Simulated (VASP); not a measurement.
Input:

```
CELL_PARAMETERS angstrom
      3.86811     0.00000     0.00000
      0.00000     3.86811     0.00000
      0.00000     0.00000     3.86811
ATOMIC_POSITIONS crystal
  K  0.00000 0.00000 0.00000
  Ta 0.50000 0.50000 0.50000
  O  0.50000 0.00000 0.50000
  O  0.00000 0.50000 0.50000
  O  0.50000 0.50000 0.00000
```

The numbers are results of PBE GGA, VASP's PBE PAW potentials (set 64) (plane waves; VASP), not measurements. Numerical set-up: 620 eV cut-off, 6×6×6 Γ-centred mesh, Gaussian smearing of 0.050 eV, potentials K_sv Ta_pv O.

Unless said otherwise, spin-orbit coupling is left out, though it shifts the bands of the heavy elements here.

Problem. What does the run give for the energy per atom (σ→0), pressure, band gap (on the k-mesh) with the smallest direct gap where there is one?

Solution. 
- band gap (on the k-mesh): 2.37 eV
- smallest direct gap (on the k-mesh): 2.92 eV
- energy per atom (σ→0): -8.087 eV/atom
- pressure: 30.00 GPa

The absolute energy has meaning only against runs of the same code, potentials and settings.

The compound is KTaO3 in the cubic perovskite structure. It was relaxed first under an external pressure of 30 GPa.
